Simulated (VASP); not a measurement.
Here is the system:

```
CELL_PARAMETERS angstrom
      0.00000     2.41550     2.41550
      2.41550     0.00000     2.41550
      2.41550     2.41550     0.00000
ATOMIC_POSITIONS crystal
  Ga 0.00000 0.00000 0.00000
  As 0.50000 0.50000 0.50000
```

Calculation: PBEsol GGA, VASP's PBE PAW potentials (set 64) (plane waves; VASP). Settings: 500 eV cut-off, 13×13×13 Γ-centred mesh, first-order Methfessel-Paxton smearing of 0.10 eV, potentials Ga_d As.

Task: Estimate the energy per atom (σ→0), pressure, band gap (on the k-mesh) with the smallest direct gap where there is one.

Result: 
| Item | Value |
|---|---|
| band gap (on the k-mesh) | none (metal, semimetal or under 0.01 eV) |
| energy per atom (σ→0) | -364.6 kJ/mol of atoms |
| pressure | 44.98 GPa |

Only differences to runs with the same potentials and settings are physical.

The structure was generated: GaAs was put into the rock salt type (Fm-3m), which need not be its known phase. It was relaxed first under an external pressure of 45 GPa.
